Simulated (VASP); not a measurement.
VASP ran on this input.

### POSCAR
```
BaZrO3
1
    4.1900000000     0.0000000000     0.0000000000
    0.0000000000     4.1900000000     0.0000000000
    0.0000000000     0.0000000000     4.1900000000
Ba Zr O
1 1 3
Direct
  0.0000000000   0.0000000000   0.0000000000
  0.5000000000   0.5000000000   0.5000000000
  0.5000000000   0.0000000000   0.5000000000
  0.0000000000   0.5000000000   0.5000000000
  0.5000000000   0.5000000000   0.0000000000
```

### INCAR
```
SYSTEM = BaZrO3
PREC = Accurate
ENCUT = 520
EDIFF = 1E-6
NELM = 100
ALGO = Normal
LREAL = .FALSE.
LASPH = .TRUE.
ISMEAR = 0
SIGMA = 0.05
METAGGA = R2SCAN
LUSE_VDW = .TRUE.
BPARAM = 11.95
CPARAM = 0.0093
LMIXTAU = .TRUE.
LMAXMIX = 4
LWAVE = .FALSE.
LCHARG = .FALSE.
IBRION = 2
ISIF = 3
NSW = 60
EDIFFG = -0.02
```

### KPOINTS
```
Automatic mesh
0
Gamma
5 5 5
0 0 0
```

POTCAR, in this order: Ba_sv Zr_sv O (PBE.64 set). Program: vasp_std.

### Question
Write an equivalent input for Ansatz.

### Answer
One equivalent input (not run):
Ansatz 0.2 input:
```yaml
crystal:
  lattice:
    - [4.1900000, 0.0000000, 0.0000000]
    - [0.0000000, 4.1900000, 0.0000000]
    - [0.0000000, 0.0000000, 4.1900000]
  atoms:
    - { symbol: Ba, position: [0.0000000, 0.0000000, 0.0000000] }
    - { symbol: Zr, position: [0.5000000, 0.5000000, 0.5000000] }
    - { symbol: O, position: [0.5000000, 0.0000000, 0.5000000] }
    - { symbol: O, position: [0.0000000, 0.5000000, 0.5000000] }
    - { symbol: O, position: [0.5000000, 0.5000000, 0.0000000] }
kpoints:
  mp_grid: { grid: [5, 5, 5] }
hamiltonian:
  xc: r2scan
  dispersion: rvv10
  pseudopotentials: { kind: paw }
scf:
  occupations: { method: gaussian, width: 0.05 }
  max_iter: 100
relax:
  max_steps: 60
  f_tol: 0.02
  cell: {}
output: { forces: true, stress: true, eigenvalues: true }
```
What does not carry over: each code has its own PAW files, so the cut-off isn't converted (ENCUT is set for VASP's; basis.ecutwfc is left out, and Ansatz then takes the one that its files recommend); Ansatz stops its SCF on the density residual and VASP on the energy change (EDIFF).

The compound is BaZrO3 in the cubic perovskite structure. This run relaxes it. Symmetry was kept, so distortions that lower it aren't found. The start is the result of an earlier pass.
